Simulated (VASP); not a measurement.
# K2SnSe2 (Fmmm) in VASP: reference runs

How does K2SnSe2 come out in PBE? The cell is run as given.

All numbers are computed with VASP 6.6.1; they aren't measurements. Logs are shortened: lines on timing, memory, paths and dates and some standing lists are left out, and cuts for length are marked.

### 1 The structure

The structure is orthorhombic, space group Fmmm (No. 69). The conventional cell has a = 6.372 Å, b = 6.437 Å, c = 13.975 Å, α = 90.00°, β = 90.00°, γ = 90.00°. K (site symmetry 222) has 4 Se at 2.76 Å as nearest neighbours. Sn (site symmetry mmm) is surrounded by 8 Se at 3.72 to 3.74 Å and 8 K at 4.16 Å. Around Se (site symmetry mm2) lie 4 K at 2.76 Å.

The cell was built by a generator and needn't be a form met in nature.

### 2 Single point, PBE

Input file INCAR:

```
SYSTEM = K2SnSe2
PREC = Accurate
ENCUT = 520
EDIFF = 1E-7
ISMEAR = -1
SIGMA = 0.05
LREAL = .FALSE.
LASPH = .TRUE.
NELM = 80
ALGO = Normal
ISIF = 2
LWAVE = .FALSE.
LCHARG = .FALSE.
GGA = PE
NBANDS = 30
```

Input file KPOINTS:

```
regular mesh
0
G
  6 6 6
  0 0 0
```

Input file POSCAR:

```
K2SnSe2
1.0
    0.0000000000      3.2185627200      6.9874787700
    3.1859403800      0.0000000000      6.9874787700
    3.1859403800      3.2185627200      0.0000000000
K Sn Se
2 1 2
Direct
    0.7500000000      0.7500000000      0.7500000000
    0.2500000000      0.2500000000      0.2500000000
    0.0000000000      0.0000000000      0.0000000000
    0.3632000100      0.3632000100      0.6367999900
    0.6367999900      0.6367999900      0.3632000100
```

Potentials or basis: VASP PAW PBE potentials, release 64 (K_sv, Sn_d, Se).

Command:

```bash
cat potpaw_PBE.64/K_sv/POTCAR potpaw_PBE.64/Sn_d/POTCAR potpaw_PBE.64/Se/POTCAR > POTCAR
mpirun -np 1 vasp_std > vasp.out
```

OUTCAR:

```text
SYSTEM = K2SnSe2
   PREC = Accurate
   ENCUT = 520
   EDIFF = 1E-7
   ISMEAR = -1
   LREAL = .FALSE.
   LASPH = .TRUE.
   NELM = 80
   ISIF = 2
   GGA = PE

 ion  position               nearest neighbor table
   1  0.750  0.750  0.750-   4 2.76   4 2.76   5 2.76   5 2.76   2 3.19   2 3.19   2 3.22   2 3.22

   2  0.250  0.250  0.250-   4 2.76   4 2.76   5 2.76   5 2.76   1 3.19   1 3.19   1 3.22   1 3.22

   3  0.000  0.000  0.000-
   4  0.363  0.363  0.637-   2 2.76   2 2.76   1 2.76   1 2.76
   5  0.637  0.637  0.363-   2 2.76   2 2.76   1 2.76   1 2.76

  LATTYP: Found a face centered orthorhombic cell.
 ALAT       =     6.3718807600
 B/A-ratio  =     1.0102394697
 C/A-ratio  =     2.1932233302

  Lattice vectors:

 A1 = (   0.0000000000,   3.2185627200,   6.9874787700)
 A2 = (   3.1859403800,   0.0000000000,   6.9874787700)
 A3 = (   3.1859403800,   3.2185627200,   0.0000000000)

Analysis of symmetry for initial positions (statically):
=====================================================================
 Subroutine PRICEL returns:
 Original cell was already a primitive cell.

 Routine SETGRP: Setting up the symmetry group for a
 face centered orthorhombic supercell.

 Subroutine GETGRP returns: Found  8 space group operations
 (whereof  8 operations were pure point group operations)
 out of a pool of  8 trial point group operations.

The static configuration has the point symmetry D_2h.

Analysis of symmetry for dynamics (positions and initial velocities):
=====================================================================
 Subroutine PRICEL returns:
 Original cell was already a primitive cell.

 Routine SETGRP: Setting up the symmetry group for a
 face centered orthorhombic supercell.

 Subroutine GETGRP returns: Found  8 space group operations
 (whereof  8 operations were pure point group operations)
 out of a pool of  8 trial point group operations.

The dynamic configuration has the point symmetry D_2h.

 Subroutine INISYM returns: Found  8 space group operations
 (whereof  8 operations are pure point group operations),
 and found     1 'primitive' translations

----------------------------------------------------------------------------------------

                                     Primitive cell

  volume of cell :     143.3013

  direct lattice vectors                    reciprocal lattice vectors
     0.000000000  3.218562720  6.987478770    -0.156939534  0.155348845  0.071556568
     3.185940380  0.000000000  6.987478770     0.156939534 -0.155348845  0.071556568
     3.185940380  3.218562720  0.000000000     0.156939534  0.155348845 -0.071556568

  length of vectors
     7.693114164  7.679523141  4.528726321     0.232128463  0.232128463  0.232128463

  position of ions in fractional coordinates (direct lattice)
     0.750000000  0.750000000  0.750000000
     0.250000000  0.250000000  0.250000000
     0.000000000  0.000000000  0.000000000
     0.363200010  0.363200010  0.636799990
     0.636799990  0.636799990  0.363200010

  ion indices of the primitive-cell ions
   primitive index   ion index
                 1           1
                 2           2
                 3           3
                 4           4
                 5           5

----------------------------------------------------------------------------------------

 KPOINTS: regular mesh

Automatic generation of k-mesh.
 Grid dimensions read from file:
 generate k-points for:    6    6    6

 Generating k-lattice:

  Cartesian coordinates                     Fractional coordinates (reciprocal lattice)
    -0.026156589  0.025891474  0.011926095     0.166666667  0.000000000  0.000000000
     0.026156589 -0.025891474  0.011926095    -0.000000000  0.166666667 -0.000000000
     0.026156589  0.025891474 -0.011926095     0.000000000  0.000000000  0.166666667

  Length of vectors
     0.038688077  0.038688077  0.038688077

  Shift w.r.t. Gamma in fractional coordinates (k-lattice)
     0.000000000  0.000000000  0.000000000

 Subroutine IBZKPT returns following result:
 ===========================================

 Found     46 irreducible k-points:

 Following reciprocal coordinates:
            Coordinates               Weight
  0.000000  0.000000  0.000000      1.000000
  0.166667  0.000000  0.000000      8.000000
  0.333333  0.000000  0.000000      8.000000
  0.500000  0.000000  0.000000      4.000000
  0.166667  0.166667  0.000000      2.000000
  0.333333  0.166667 -0.000000      8.000000
[... 16 lines left out ...]
 -0.166667  0.166667  0.166667      8.000000
  0.500000  0.333333  0.166667      4.000000
 [... further k-points ...]
   k-points           NKPTS =     46   k-points in BZ     NKDIM =     46   number of bands    NBANDS=     30
   number of dos      NEDOS =    301   number of ions     NIONS =      5
   total plane-waves  NPLWV = 129600
   dimension x,y,z NGX =    60 NGY =   60 NGZ =   36
   dimension x,y,z NGXF=   120 NGYF=  120 NGZF=   72
   ions per type =               2   1   2
   NGX,Y,Z   is equivalent  to a cutoff of  12.97, 12.99, 13.22 a.u.
   NGXF,Y,Z  is equivalent  to a cutoff of  25.93, 25.98, 26.43 a.u.
 SYSTEM =  K2SnSe2
   PREC   = accura    normal or accurate (medium, high low for compatibility)
   ISTART =      0    job   : 0-new  1-cont  2-samecut
   ICHARG =      2    charge: 1-file 2-atom 10-const
   ISPIN  =      1    spin polarized calculation?
   LNONCOLLINEAR =      F non collinear calculations
   LSORBIT =      F    spin-orbit coupling
   LASPH  =      T    aspherical Exc in radial PAW
   ENCUT  =  520.0 eV  38.22 Ry    6.18 a.u.  14.30 14.28  8.42*2*pi/ulx,y,z
   NELM   =     80;   NELMIN=  2; NELMDL= -5     # of ELM steps
   EDIFF  = 0.1E-06   stopping-criterion for ELM
   LREAL  =      F    real-space projection
   EDIFFG = 0.1E-05   stopping-criterion for IOM
   NSW    =      0    number of steps for IOM
   IBRION =     -1    ionic relax: 0-MD 1-quasi-New 2-CG
   NFREE  =      0    steps in history (QN), initial steepest desc. (CG)
   ISIF   =      2    stress and relaxation
   ISYM   =      2    0-nonsym 1-usesym 2-fastsym
   POTIM  = 0.5000    time-step for ionic-motion
   TEBEG  =    0.0;   TEEND  =   0.0 temperature during run
   PSTRESS=    0.0 pullay stress
   NELECT =      44.0000    total number of electrons
   NUPDOWN=      -1.0000    fix difference up-down
   EMIN   =  10.00;   EMAX   =-10.00  energy-range for DOS
   EFERMI =   0.00;   METHOD = LEGACY
   ISMEAR =    -1;   SIGMA  =   0.05  broadening in eV -4-tet -1-fermi 0-gaus
   EFERMI_NEDOS =   21; number of points for ismear=-14 and -15
   IALGO  =     38    algorithm
   IMIX   =      4    mixing-type and parameters
     AMIX     =   0.40;   BMIX     =  1.00
     AMIX_MAG =   1.60;   BMIX_MAG =  1.00
  volume/ion in A,a.u.               =      28.66       193.41
  Fermi-wavevector in a.u.,A,eV,Ry     =   1.104441  2.087090 16.596236  1.219789
  Thomas-Fermi vector in A             =   2.240913
   LORBIT       =      0    0 simple, 1 ext, 2 COOP (PROOUT), +10 PAW based schemes
   GGA     = PE    functional components
   LHFCALC =     F    Hartree Fock is set to
   AEXX    =    0.0000 exact exchange contribution
   IVDW    =     0    specifies the selected vdW correction
   LEPSILON=     F    determine dielectric tensor
   LRPA    =     F    only Hartree local field effects (RPA)
 non-spin polarized calculation
  energy-cutoff  :      520.00
  volume of cell :      143.30
 maximum number of plane-waves:      3881
 NGX is ok and might be reduce to    60
   NGX = 29   NGY = 29   NGZ = 17

 number of electron      44.0000000 magnetization

 Free energy of the ion-electron system (eV)
  ---------------------------------------------------
  ext. energy  EPLUGINS =         0.00000000
  ---------------------------------------------------
  free energy    TOTEN  =       -12.59519979 eV

  energy without entropy =      -12.59069029  energy(sigma->0) =      -12.59294504

 E-fermi :   2.3967     XC(G=0):  -8.7856

 val. band max:        2.3389020478   @ k =  -0.1667   0.3333   0.5000
 cond. band min:       2.4407729107   @ k =  -0.1667   0.3333   0.5000
 fundamental gap:      0.1018708629
 Fermi energy:         2.3966962806

 k-point     1 :       0.0000    0.0000    0.0000
  band No.  band energies     occupation
      1     -27.0849      2.00000
      2     -26.7902      2.00000
      3     -19.8472      2.00000
      4     -19.8411      2.00000
      5     -19.8331      2.00000
      6     -19.8306      2.00000
[... 22 lines left out ...]
     29       7.9715      0.00000
     30       8.3756      0.00000

 k-point     2 :       0.1667    0.0000    0.0000
  band No.  band energies     occupation
      1     -27.0645      2.00000
      2     -26.8092      2.00000
      3     -19.8463      2.00000
      4     -19.8407      2.00000
      5     -19.8333      2.00000
      6     -19.8309      2.00000
[... 22 lines left out ...]
     29       8.0720      0.00000
     30       8.5564      0.00000

 k-point     3 :       0.3333    0.0000    0.0000
  band No.  band energies     occupation
      1     -27.0092      2.00000
      2     -26.8617      2.00000
      3     -19.8449      2.00000
      4     -19.8397      2.00000
      5     -19.8337      2.00000
      6     -19.8314      2.00000
[... 22 lines left out ...]
     29       8.4260      0.00000
     30       9.0215      0.00000

 k-point     4 :       0.5000    0.0000    0.0000
  band No.  band energies     occupation
      1     -26.9347      2.00000
      2     -26.9347      2.00000
      3     -19.8444      2.00000
      4     -19.8390      2.00000
      5     -19.8339      2.00000
      6     -19.8317      2.00000
[... 616 lines left out ...]
     29       8.5682      0.00000
     30       8.6076      0.00000

 k-point    23 :      -0.1667    0.1667    0.1667
  band No.  band energies     occupation
      1     -26.9951      2.00000
      2     -26.8730      2.00000
      3     -19.8437      2.00000
      4     -19.8397      2.00000
      5     -19.8337      2.00000
      6     -19.8317      2.00000
[... 22 lines left out ...]
     29       8.6523      0.00000
     30       9.1770      0.00000

 k-point    24 :       0.5000    0.3333    0.1667
  band No.  band energies     occupation
      1     -27.0481      2.00000
      2     -26.8236      2.00000
      3     -19.8453      2.00000
      4     -19.8405      2.00000
      5     -19.8334      2.00000
      6     -19.8312      2.00000
[... 22 lines left out ...]
     29       8.2664      0.00000
     30       9.2887      0.00000

 [... further k-points ...]

------------------------ aborting loop because EDIFF is reached ----------------------------------------

  FORCE on cell =-STRESS in cart. coord.  units (eV):
  Direction    XX          YY          ZZ          XY          YZ          ZX
  --------------------------------------------------------------------------------------
  -------------------------------------------------------------------------------------
  Total        7.6501385      7.9330376      8.3681169     -0.0000000      0.0000000      0.0000000
  in kB       85.5322231     88.6951719     93.5595673     -0.0000000      0.0000000      0.0000000
  external PRESSURE =      89.2623208 kB  Pullay stress =       0.0000000 kB

 VOLUME and BASIS-vectors are now :
 -----------------------------------------------------------------------------
  energy-cutoff  :      520.00
  volume of cell :      143.30
      direct lattice vectors                 reciprocal lattice vectors
     0.000000000  3.218562720  6.987478770    -0.156939534  0.155348845  0.071556568
     3.185940380  0.000000000  6.987478770     0.156939534 -0.155348845  0.071556568
     3.185940380  3.218562720  0.000000000     0.156939534  0.155348845 -0.071556568

 POSITION                                       TOTAL-FORCE (eV/Angst)
 -----------------------------------------------------------------------------------
      4.77891      4.82784     10.48122        -0.000000     -0.000000     -0.000000
      1.59297      1.60928      3.49374         0.000000      0.000000      0.000000
      0.00000      0.00000      0.00000         0.000000      0.000000      0.000000
      3.18594      3.21856      5.07570         0.000000      0.000000      3.594220
      3.18594      3.21856      8.89925         0.000000      0.000000     -3.594220
 -----------------------------------------------------------------------------------
    total drift:                               -0.000000      0.000000     -0.000000

  FREE ENERGIE OF THE ION-ELECTRON SYSTEM (eV)
  ---------------------------------------------------
  free  energy   TOTEN  =       -12.5951997912 eV

  energy  without entropy=      -12.5906902869  energy(sigma->0) =      -12.59294504
```

Run time: 2.4 min. Hardware: 1 thread of Intel Xeon 6975P-C (Granite Rapids), shared host; peak memory 0.45 GiB.

What came out:

| Quantity | Value |
| --- | --- |
| Free energy | -12.5952 eV |
| Pressure | 8.9 GPa |
| Largest force | 3.594 eV/Å |
| Band gap on the k mesh | 0.10 eV, direct |

Forces in eV/Å, atoms in the order of the input:
```
K    0.000  0.000  0.000
K    0.000  0.000  0.000
Sn   0.000  0.000  0.000
Se   0.000  0.000  3.594
Se   0.000  0.000 -3.594
```

Stress tensor (GPa, compression positive):
```
8.55 0.00 0.00
0.00 8.87 0.00
0.00 0.00 9.36
```

Levels at points of the mesh, in eV from the valence-band top:
```csv
k point,band 20,band 21,band 22,band 23,band 24,band 25
"(0.00, 0.00, 0.00)",-1.51,-0.45,-0.44,1.15,2.38,2.42
"(0.50, 0.00, 0.00)",-0.86,-0.67,-0.50,1.23,1.74,1.79
"(0.50, 0.50, 0.00)",-1.07,-1.03,-0.99,0.10,2.42,2.48
"(0.50, 0.00, 0.50)",-1.15,-0.89,-0.02,0.13,1.32,1.79
"(0.00, 0.50, 0.50)",-1.15,-0.88,-0.01,0.11,1.35,1.74
```

Caveat: spin-orbit coupling is left out, which moves the levels of the heavy elements; forces of over 1 eV/Å show positions far from the minimum, so gaps and moduli don't describe the material at rest. A k mesh can miss the band edges.
